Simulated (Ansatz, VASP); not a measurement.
# One calculation of Al2Si, two programs

```
Al Si
1.0
     2.93616    0.00000    0.00000
     0.00000    2.93616    0.00000
     0.00000    0.00000   11.01373
Al Si
4 2
Cartesian
  0.0000 0.0000 9.0613
  0.0000 0.0000 1.9524
  0.0000 0.0000 5.5069
  1.4681 1.4681 0.0000
  1.4681 1.4681 3.7212
  1.4681 1.4681 7.2925
```

Change from the starting cell: species swapped into the Fe2Si type (P4/mmm, No. 123).

Alike in both runs: functional PBE; k mesh 12 × 12 × 4; occupations gaussian, width 0.1 eV; no spin polarisation.

Ansatz relaxed the structure, and its values are those at the end. VASP's run is a single point on that final structure, the one shown.

|  | VASP | Ansatz |
| --- | --- | --- |
| version | VASP 6.6.1 | Ansatz 0.2.0 |
| potentials or method | VASP PAW PBE potentials, release 64 (Al, Si) | scalar-relativistic, plane waves, PAW |
| plane-wave cutoff (eV) | 520 | 420 |
| valence electrons in the cell | 20 | 20 |

Ansatz gave:

- gap on the k mesh at the Fermi level (eV): none
- pressure (GPa): 0.0

Task: Which values does VASP return?

Result: gap on the k mesh at the Fermi level (eV): none; pressure (GPa): -0.1.

A gap of «none» marks a metal or a gap that the smearing closes.
